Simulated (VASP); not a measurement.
**Zr (Zirconium) with r2SCAN: from relaxation to properties**

How well does r2SCAN reproduce what experiment finds for Zr (Zirconium)? The cell is relaxed first, and properties follow on it. The steps: full relaxation (r2SCAN), density, ELF and potential (r2SCAN), band structure (r2SCAN), density of states (r2SCAN), volume scan with r2SCAN, fit for r2SCAN, band structure (r2SCAN + SOC) and band structure (r2SCAN), changed input. Left out of this account: 1 further run (core levels: core levels are not valid at this level). The start is a cell from a database of measured crystal structures.

Program: VASP 6.6.1. Level of theory: r2SCAN; plane waves and PAW (Zr_sv), in the first sound run; inputs show where later runs differ. Results are calculated unless marked as measured.

**Measured values to reproduce.**

For Zr, hexagonal close-packed (alpha) (commercial-grade powder, deuterated, multiphase, after 286 C anneal, 300 K), “The preparation of Zr-deuteride and phase stability studies of the Zr-D system” (2017, arxiv:1701.02117) gives, by neutron powder diffraction, Rietveld: lattice constant a (a of alpha-Zr after heat treatment) 3.2349 ± 0.0003 Å [alpha-Zr in a multiphase deuterated commercial-grade powder; may contain dissolved …]; lattice constant c (c of alpha-Zr after heat treatment) 5.1512 ± 0.0001 Å [alpha-Zr in a multiphase deuterated commercial-grade powder; may contain dissolved …].

## Step 1: Starting point

Before any relaxation, the start is as follows. It takes space group P6_3/mmc (No. 194, hexagonal). Conventional cell: a = 3.232 Å, b = 3.232 Å, c = 5.147 Å, α = 90.00°, β = 90.00°, γ = 120.00°. Zr has 12 Zr at 3.18 to 3.23 Å nearest.

Coordinates:

```xyz
2
Lattice="3.2320 0.0000 0.0000 -1.6160 2.7990 0.0000 0.0000 0.0000 5.1470" Properties=species:S:1:pos:R:3 pbc="T T T"
Zr    0.0000    1.8660    1.2868
Zr    1.6160    0.9330    3.8603
```

## Step 2: Full relaxation (r2SCAN)

The start need not lie at this functional's minimum. ISIF = 3 frees volume, shape and positions, and EDIFFG sets the threshold on forces and stress at which the search stops. r2SCAN adds the kinetic-energy density, costs more than a GGA and is run with LASPH.

File INCAR:

```
SYSTEM = Zr
PREC = Accurate
ENCUT = 400
EDIFF = 1E-06
NELM = 100
ISMEAR = 1
SIGMA = 0.2
LREAL = .FALSE.
ALGO = Normal
METAGGA = R2SCAN
LASPH = .TRUE.
NBANDS = 18
LORBIT = 11
LWAVE = .FALSE.
LCHARG = .FALSE.
KPAR = 2
IBRION = 2
NSW = 60
ISIF = 3
EDIFFG = -0.01
```

File POSCAR:

```
Zr
1.0
    3.2320000000      0.0000000000      0.0000000000
   -1.6160000000      2.7989941050      0.0000000000
    0.0000000000      0.0000000000      5.1470000000
Zr
2
Direct
    0.3333333333      0.6666666667      0.2500000000
    0.6666666667      0.3333333333      0.7500000000
```

File KPOINTS:

```
Automatic mesh
0
Gamma
9 9 5
0 0 0
```

Potentials, in the order of the species: Zr_sv (PBE family, release 64).

Launch:

```bash
mpirun -np 2 vasp_std
```

The program printed:

```text
[banner, memory and clock lines left out]
running    2 mpi-ranks, on    1 nodes
 distrk:  each k-point on    1 cores,    2 groups
 distr:  one band on    1 cores,    1 groups

 POSCAR found type information on POSCAR Zr
 POSCAR found :  1 types and       2 ions
|                                                                             |
|               ----> ADVICE to this user running VASP <----                  |
|                                                                             |
|     You enforced a specific xc type in the INCAR file but a different       |
|     [... a line on the potential file left out ...]
|     I HOPE YOU KNOW WHAT YOU ARE DOING!                                     |
|                                                                             |

 LDA part: xc-table for (None), standard interpolation
 POSCAR, INCAR and KPOINTS ok, starting setup
 FFT: planning ... GRIDC
 FFT: planning ... GRID_SOFT
 FFT: planning ... GRID
 WAVECAR not read
 entering main loop
       N       E                     dE             d eps       ncg     rms          rms(c)
DAV:   1     0.149532449657E+03    0.14953E+03   -0.12171E+04  1296   0.113E+03
DAV:   2    -0.422076861168E+02   -0.19174E+03   -0.18878E+03  1566   0.351E+02
DAV:   3    -0.584441916033E+02   -0.16237E+02   -0.16114E+02  2390   0.685E+01
DAV:   4    -0.589290796916E+02   -0.48489E+00   -0.48446E+00  1574   0.121E+01
DAV:   5    -0.589402939864E+02   -0.11214E-01   -0.11212E-01  1978   0.137E+00    0.180E+01
DAV:   6    -0.455579603243E+02    0.13382E+02   -0.13130E+01  1666   0.204E+01    0.430E+00
DAV:   7    -0.454799964919E+02    0.77964E-01   -0.31120E-01  1506   0.458E+00    0.141E+00
DAV:   8    -0.454950666711E+02   -0.15070E-01   -0.15607E-01  2108   0.294E+00    0.893E-01
DAV:   9    -0.455069559905E+02   -0.11889E-01   -0.28146E-02  1898   0.140E+00    0.642E-01
DAV:  10    -0.455049462473E+02    0.20097E-02   -0.75983E-03  1404   0.732E-01    0.550E-02
DAV:  11    -0.455049501900E+02   -0.39427E-05   -0.58812E-04  2002   0.168E-01    0.323E-02
DAV:  12    -0.455049498453E+02    0.34472E-06   -0.26820E-05  1580   0.446E-02    0.104E-02
DAV:  13    -0.455049507624E+02   -0.91711E-06   -0.85161E-07  1078   0.672E-03
   1 F= -.45504951E+02 E0= -.45506372E+02  d E =-.455050E+02
 curvature:   0.00 expect dE= 0.000E+00 dE for cont linesearch  0.000E+00
 trial: gam= 0.00000 g(F)=  0.106E-46 g(S)=  0.255E-02 ort = 0.000E+00 (trialstep = 0.100E+01)
 search vector abs. value=  0.255E-02
 bond charge predicted
       N       E                     dE             d eps       ncg     rms          rms(c)
DAV:   1    -0.455308540857E+02   -0.25904E-01   -0.11436E+00  1328   0.105E+01    0.154E+00
DAV:   2    -0.455110690317E+02    0.19785E-01   -0.11276E-01  1460   0.280E+00    0.624E-01
DAV:   3    -0.455035727373E+02    0.74963E-02   -0.33771E-02  1892   0.133E+00    0.295E-01
DAV:   4    -0.455042277842E+02   -0.65505E-03   -0.24545E-03  1660   0.196E-01    0.127E-01
DAV:   5    -0.455046977321E+02   -0.46995E-03   -0.17753E-03  1938   0.217E-01    0.503E-02
DAV:   6    -0.455047055267E+02   -0.77946E-05   -0.48951E-05  1496   0.459E-02    0.173E-02
DAV:   7    -0.455047060881E+02   -0.56143E-06   -0.28437E-06  1258   0.146E-02
   2 F= -.45504706E+02 E0= -.45506366E+02  d E =0.244674E-03
 trial-energy change:    0.000245  1 .order    0.000188   -0.002551    0.002926
 step:   0.4503(harm=  0.4658)  dis= 0.00000  next Energy=   -45.505520 (dE=-0.569E-03)
 bond charge predicted
       N       E                     dE             d eps       ncg     rms          rms(c)
DAV:   1    -0.455135506645E+02   -0.88451E-02   -0.34610E-01  1328   0.576E+00    0.870E-01
DAV:   2    -0.455073584950E+02    0.61922E-02   -0.33380E-02  1456   0.153E+00    0.340E-01
DAV:   3    -0.455051129197E+02    0.22456E-02   -0.10085E-02  1876   0.728E-01    0.168E-01
DAV:   4    -0.455053306129E+02   -0.21769E-03   -0.73853E-04  1650   0.109E-01    0.713E-02
DAV:   5    -0.455054976273E+02   -0.16701E-03   -0.55716E-04  1934   0.123E-01    0.272E-02
DAV:   6    -0.455055022126E+02   -0.45853E-05   -0.15070E-05  1254   0.257E-02    0.958E-03
DAV:   7    -0.455055024198E+02   -0.20720E-06   -0.97013E-07   792   0.983E-03
   3 F= -.45505502E+02 E0= -.45507033E+02  d E =-.551657E-03
 curvature:  -0.23 expect dE=-0.744E-06 dE for cont linesearch -0.153E-07
 trial: gam=-0.00383 g(F)=  0.728E-47 g(S)=  0.320E-05 ort = 0.130E-04 (trialstep = 0.890E+00)
 search vector abs. value=  0.313E-05
 reached required accuracy - stopping structural energy minimisation
```

Wall time 2.6 min (2 MPI ranks of AMD EPYC 7R43, shared host); peak memory 0.26 GiB.

Lines that name or quote the potential files are left out of all logs, and their timing lines are given in words.

From OUTCAR (step 2):

```text
ion  position               nearest neighbor table
   1  0.333  0.667  0.250-   2 3.18   2 3.18   2 3.18   2 3.18   2 3.18   2 3.18
   2  0.667  0.333  0.750-   1 3.18   1 3.18   1 3.18   1 3.18   1 3.18   1 3.18

  LATTYP: Found a hexagonal cell.
 ALAT       =     3.2320000000
 C/A-ratio  =     1.5925123762

 Subroutine GETGRP returns: Found 24 space group operations
 (whereof 12 operations were pure point group operations)

The static configuration has the point symmetry D_3d.
 The point group associated with its full space group is D_6h.

 Found     36 irreducible k-points:

   k-points           NKPTS =     36   k-points in BZ     NKDIM =     36   number of bands    NBANDS=     18

   dimension x,y,z NGX =    24 NGY =   24 NGZ =   36
   dimension x,y,z NGXF=    48 NGYF=   48 NGZF=   72

   ENCUT  =  400.0 eV  29.40 Ry    5.42 a.u.   5.27  5.27  8.39*2*pi/ulx,y,z

   NELECT =      24.0000    total number of electrons

 k-points in reciprocal lattice and weights: Automatic mesh
   0.00000000  0.00000000  0.00000000       0.002
   0.11111111  0.00000000  0.00000000       0.015
   0.22222222  0.00000000  0.00000000       0.015
   0.33333333  0.00000000  0.00000000       0.015
   0.44444444  0.00000000  0.00000000       0.015
   0.11111111  0.11111111  0.00000000       0.015
   0.22222222  0.11111111  0.00000000       0.030
   0.33333333  0.11111111  0.00000000       0.030
   0.44444444  0.11111111  0.00000000       0.015
[...]
0.33333333  0.22222222  0.40000000       0.059
   0.33333333  0.33333333  0.40000000       0.010

 average (electrostatic) potential at core
       1 -79.9230       2 -79.9230

 E-fermi :   9.0042

 k-point     1 :       0.0000    0.0000    0.0000
  band No.  band energies     occupation
    ...
      6     -18.4053      2.00000
      7     -18.3951      2.00000
      8     -18.3951      2.00000
      9       2.9746      2.00000
     10       5.7898      2.00000
     11       9.9516     -0.00000
     12       9.9516     -0.00000
     13       9.9750     -0.00000
     14      10.1051     -0.00000
     15      10.6905     -0.00000
    ...

 k-point     2 :       0.1111    0.0000    0.0000
  band No.  band energies     occupation
    ...
      6     -18.4825      2.00000
      7     -18.4218      2.00000
      8     -18.4062      2.00000
      9       3.3294      2.00000
     10       6.1018      2.00000
     11       9.2772     -0.06592
     12       9.3743     -0.02511
     13      10.2814     -0.00000
     14      10.3647     -0.00000
     15      10.6302     -0.00000
    ...

 k-point     3 :       0.2222    0.0000    0.0000
  band No.  band energies     occupation
    ...
      8     -18.4371      2.00000
      9       4.2747      2.00000
     10       6.7381      2.00000
     11       8.2543      2.00000
     12       8.5203      2.00330
     13       9.8603     -0.00000
     14      10.4812     -0.00000
     15      10.4941     -0.00000
     16      11.2289     -0.00000
     17      11.3969     -0.00000
    ...

  Total       -0.0046521     -0.0046521      0.0094464      0.0000000      0.0000000      0.0000000
  in kB       -0.1591114     -0.1591114      0.3230883      0.0000000      0.0000000      0.0000000
  external PRESSURE =       0.0016218 kB  Pullay stress =       0.0000000 kB

  energy-cutoff  :      400.00
  volume of cell :       46.84
      direct lattice vectors                 reciprocal lattice vectors
     3.237893519  0.000000000  0.000000000     0.308842769  0.178310456  0.000000000
    -1.618946759  2.804098042  0.000000000     0.000000000  0.356620912  0.000000000
     0.000000000 -0.000000000  5.159423107     0.000000000  0.000000000  0.193820119

 POSITION                                       TOTAL-FORCE (eV/Angst)
 -----------------------------------------------------------------------------------
     -0.00000      1.86940      1.28986         0.000000     -0.000000      0.000000
      1.61895      0.93470      3.86957        -0.000000      0.000000      0.000000
 -----------------------------------------------------------------------------------
    total drift:                               -0.000000      0.000000     -0.000000

  FREE ENERGIE OF THE ION-ELECTRON SYSTEM (eV)
  ---------------------------------------------------
  free  energy   TOTEN  =       -45.5055024198 eV

  energy  without entropy=      -45.5100934495  energy(sigma->0) =      -45.50703276

 reached required accuracy - stopping structural energy minimisation

 total charge
# of ion       s       p       d       tot
------------------------------------------
    1        2.225   5.968   1.575   9.769
    2        2.225   5.968   1.575   9.769
--------------------------------------------------
tot          4.451  11.937   3.151  19.538

[... 3 further parts left out ...]
```

CONTCAR:

```
Zr
   1.00000000000000
     3.2378935185647344    0.0000000000000000    0.0000000000000000
    -1.6189467592823672    2.8040980417945636    0.0000000000000000
     0.0000000000000000   -0.0000000000000000    5.1594231065845149
  Zr
     2
Direct
     0.3333333332999970    0.6666666667000030    0.2500000000000000
     0.6666666667000030    0.3333333332999970    0.7500000000000000
```

The k-mesh is coarse for a metal. The PAW data sets were made with PBE, which is usual practice but a small mismatch for other functionals. The run keeps the 24 symmetry operations of its start, so it cannot find a distortion of lower symmetry.

Relaxation path:

```
step  energy less that of the first step (eV)  largest force (eV/Å)  pressure (GPa)  volume (Å³)
   1                                   0.0000                0.0000            0.64        46.56
   2                                   0.0002                0.0000           -0.73        47.19
   3                                  -0.0006                0.0000            0.00        46.84
```

```
conventional cell, symmetrised  before  after  change
                         a (Å)   3.232  3.238  +0.2 %
                         b (Å)   3.232  3.238  +0.2 %
                         c (Å)   5.147  5.159  +0.2 %
              volume (Å³/atom)   23.28  23.42  +0.6 %
```

Final coordinates:

```xyz
2
Lattice="3.2379 0.0000 0.0000 -1.6189 2.8041 0.0000 0.0000 0.0000 5.1594" Properties=species:S:1:pos:R:3 pbc="T T T"
Zr    0.0000    1.8694    1.2899
Zr    1.6189    0.9347    3.8696
```

This step gave:

* electrons: 24
* bands: 18
* irreducible k-points: 36
* symmetry operations: 24
* free energy (TOTEN): -45.51 eV
* energy at zero smearing: -45.51 eV
* Fermi energy: 9.004 eV
* pressure: 1.62e-4 GPa
* metallic: yes
* SCF cycles over all ionic steps: 27

It ends with forces that vanish by symmetry and a pressure of 0.00 GPa. The volume lies +0.6 % from that of the database's start.

[end of part 1 of 5]

[Lines on the potential files, build, host, timing and source positions are cut from VASP's logs without a mark.]

[Logs are printed without paths, hosts, clocks, repeated set-up lines and the standing remarks that a program may print on its own settings, such as how far it seeks lower states.]

[Hosts, paths, dates, database ids (printed as entryN), source tags and the programs' standing remarks are cut or masked in the printed files.]

[A measured line is paired with the nearest computed mode of its activity, which favours agreement.]
